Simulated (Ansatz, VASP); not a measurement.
# Two plane-wave programs on LiY3

File INCAR:

```
SYSTEM = LiY3
PREC = Accurate
ENCUT = 600
EDIFF = 1E-6
ISMEAR = -1
SIGMA = 0.05
LREAL = .False.
LASPH = .True.
NELM = 80
ALGO = Normal
ISIF = 3
LWAVE = .False.
LCHARG = .False.
GGA = RP
IVDW = 13
IBRION = 2
NSW = 40
EDIFFG = -0.005
```

The input KPOINTS:

```
Automatic mesh
0
Gamma
  6 6 6
  0 0 0
```

File POSCAR:

```
LiY3
1.0
   -2.3671900000      2.3671900000      5.3266430000
    2.3671900000     -2.3671900000      5.3266430000
    2.3671900000      2.3671900000     -5.3266430000
Y Li
3 1
Direct
    0.5000000000      0.5000000000      0.0000000000
    0.2500000000      0.7500000000      0.5000000000
    0.7500000000      0.2500000000      0.5000000000
    0.0000000000      0.0000000000      0.0000000000
```

Contents of input.yaml:

```yaml
crystal:
  lattice:
    - [-2.36719, 2.36719, 5.326643]
    - [2.36719, -2.36719, 5.326643]
    - [2.36719, 2.36719, -5.326643]
  atoms:
    - { symbol: "Y", position: [0.5, 0.5, 0.0] }
    - { symbol: "Y", position: [0.25, 0.75, 0.5] }
    - { symbol: "Y", position: [0.75, 0.25, 0.5] }
    - { symbol: Li, position: [0.0, 0.0, 0.0] }
hamiltonian:
  xc: rpbe
  pseudopotentials: { kind: paw }
  dispersion: d4
kpoints:
  mp_grid: { grid: [6, 6, 6] }
scf:
  occupations: { method: fermi_dirac, width: 0.05 }
output:
  forces: true
  stress: true
  eigenvalues: true
  write_density: true
  write_potential: true
  elf: true
  volumetric_format: npy
relax:
  f_tol: 0.01
  max_steps: 40
  cell: { stress_tol: 0.05 }
```

The cell comes from a database or a generator and needn't be the stable form of this composition.

Alike in both runs: task relaxation of cell and atoms; functional RPBE; dispersion D4; k mesh 6 × 6 × 6; occupations fermi-dirac, width 0.05 eV; no spin polarisation.

|  | VASP | Ansatz |
| --- | --- | --- |
| version | VASP 6.6.1 | Ansatz 0.2.0 |
| potentials or method | VASP PAW PBE potentials, release 64 (Y_sv, Li_sv) | Ansatz PAW |
| plane-wave cutoff (eV) | 600 | 420 |
| valence electrons in the cell | 36 | 36 |

Ansatz gave:

| Item | Value |
| --- | --- |
| gap on the k mesh at the Fermi level, each at its own relaxed structure (eV) | none |
| relaxed volume (Å³/atom) | 29.72 |
| relaxed cell length with the largest relative difference (Å) | 6.279 |

Which values does VASP return?

gap on the k mesh at the Fermi level, each at its own relaxed structure (eV): none; relaxed volume (Å³/atom): 29.60; relaxed cell length with the largest relative difference (Å): 6.248.

A gap of «none» marks a metal or a gap that the smearing closes.

Caveats: pairwise dispersion overbinds metals, which lowers pressure and volume; the cutoff is under 1.25 times the usual one of these potentials, so pressure, stress and relaxed cells hold a basis-set (Pulay) error (VASP); the PAW data sets were made with another functional, which shifts forces and pressure a little (VASP); the plane-wave basis is chosen anew once the cell has moved, so the energies of steps on either side of that aren't comparable (Ansatz); the PAW data sets come from PBE, with cores solved anew for the run's functional, which leaves a small shift of forces and pressure (Ansatz).
